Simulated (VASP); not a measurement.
Data:

```
CELL_PARAMETERS angstrom
      4.83733     0.00000     0.00000
      0.00000     5.77876     0.00000
      0.00000     0.00000     5.27183
ATOMIC_POSITIONS crystal
  In 0.50000 0.50000 0.33547
  In 0.00000 0.00000 0.66453
  Au 0.00000 0.50000 0.66268
  Au 0.50000 0.00000 0.33732
  Au 0.00000 0.74853 0.16322
  Au 0.00000 0.25147 0.16322
  Au 0.50000 0.75147 0.83678
  Au 0.50000 0.24853 0.83678
```

Calculation: PBEsol GGA, VASP's PBE PAW potentials (set 64) (plane waves; VASP). Run with 300 eV cut-off, 3×3×3 Γ-centred mesh, Fermi-Dirac smearing of 0.10 eV, potentials In_d Au.

At this cut-off the stress carries a Pulay error, which pulls relaxed volumes low.

### Question
Give the stress tensor in GPa (positive for a compressed cell).

### Answer

```
-7.56   0.00   0.00
 0.00  -3.95   0.00
 0.00   0.00  -3.41
```
The pressure is its mean diagonal, -4.97 GPa.

The structure comes from a computed database's InAu3 entry (Pmmn); how it stands against other phases isn't given here. The cell was not relaxed at this level. The k-mesh is coarse (spacing up to 0.43 per Å, 2π included), so the numbers may not be converged in it.
